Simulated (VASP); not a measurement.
NbAl2N3:

```
CELL_PARAMETERS angstrom
3.53816 0.00000 0.00000
-1.76908 3.06414 0.00000
0.00000 0.00000 7.07801
ATOMIC_POSITIONS crystal
Al 0.00000 0.00000 0.71057
Al 0.00000 0.00000 0.28943
Nb 0.00000 0.00000 0.00000
N 0.50000 0.00000 0.50000
N 0.00000 0.50000 0.50000
N 0.50000 0.50000 0.50000
```

The cell was built by a generator and needn't be a form met in nature.

* Program: VASP 6.6.1
* Task: relaxation of cell and atoms
* Functional: PBE
* Potentials or basis: VASP PAW PBE potentials, release 64 (Al, Nb_sv, N)
* Cutoff: 520 eV
* k mesh: 5 × 5 × 2
* Occupations: gaussian, width 0.15 eV
* Spin: no spin polarisation

At the start: pressure 20.9 GPa; volume 12.79 Å³/atom.

How do energy, volume and symmetry change on relaxing?

Over 8 steps the energy falls by 716.4 meV/atom and the volume is 14.60 Å³/atom (+14.2 %); space group P6/mmm (No. 191, to 0.05 Å).

The path:
```tsv
step	energy change (eV)	largest force (eV/Å)	pressure (GPa)	volume (Å³)
1	0.0000	8.6248	20.92	76.74
2	-3.1525	2.4795	-0.98	94.44
3	-4.2511	1.0257	1.29	87.16
4	-4.2592	0.9025	1.47	86.85
5	-4.2628	0.7501	1.77	86.49
6	-4.2932	0.1487	-0.89	88.34
7	-4.2978	0.0909	-0.25	87.85
8	-4.2985	0.0157	-0.10	87.62
```

Final structure:
```
CELL_PARAMETERS angstrom
3.50182 0.00000 0.00000
-1.75091 3.03266 0.00000
0.00000 0.00000 8.25055
ATOMIC_POSITIONS crystal
Al 0.00000 0.00000 0.67651
Al 0.00000 0.00000 0.32349
Nb 0.00000 0.00000 0.00000
N 0.50000 0.00000 0.50000
N 0.00000 0.50000 0.50000
N 0.50000 0.50000 0.50000
```

Caveat: the k mesh is coarse (spacing up to 0.44 Å⁻¹), so the values aren't converged.
